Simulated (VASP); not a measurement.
Given:

```xyz
2
Lattice="0.0000 2.3331 2.3331 2.3331 0.0000 2.3331 2.3331 2.3331 0.0000" Properties=species:S:1:pos:R:3 pbc="T T T"
Hf     0.0000     0.0000     0.0000
C      2.3331     2.3331     2.3331
```

Method: revPBE GGA, VASP's PBE PAW potentials (set 64) (plane waves; VASP). Run with 520 eV cut-off, 15×15×15 Γ-centred mesh, tetrahedra with Blöchl corrections, potentials Hf_pv C.

Unless said otherwise, spin-orbit coupling is left out, though it shifts the bands of the heavy elements here.

Q: Estimate the energy per atom (σ→0), band gap (on the k-mesh) with the smallest direct gap where there is one.

A: 
- band gap (on the k-mesh): none (metal, semimetal or under 0.01 eV)
- energy per atom (σ→0): -10.148 eV/atom

Total energies compare only between runs with the same potentials, cut-off and functional.

The compound is HfC in the rock salt structure. It was relaxed first.
